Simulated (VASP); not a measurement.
Consider the following.

```
HfN
1.0
    0.00000     2.24519     2.24519
    2.24519     0.00000     2.24519
    2.24519     2.24519     0.00000
Hf N
1 1
Direct
  0.00000   0.00000   0.00000
  0.50000   0.50000   0.50000
```

Computed with PBEsol GGA with spin-orbit coupling, VASP's PBE PAW potentials (set 64) (plane waves; VASP). Numerical set-up: 520 eV cut-off, 13×13×13 Γ-centred mesh, Gaussian smearing of 0.050 eV, potentials Hf_pv N.

Task: What does the run give for the energy per atom (σ→0), band gap (over mesh and band path) with the smallest direct gap where there is one?

Result: 
| Property | Result |
|---|---|
| band gap (over mesh and band path) | none (metal, semimetal or under 0.01 eV) |
| energy per atom (σ→0) | -11.823 eV/atom |

The structure comes from a measured HfN entry (Fm-3m) of the Crystallography Open Database, whose conditions weren't checked. It was relaxed first.
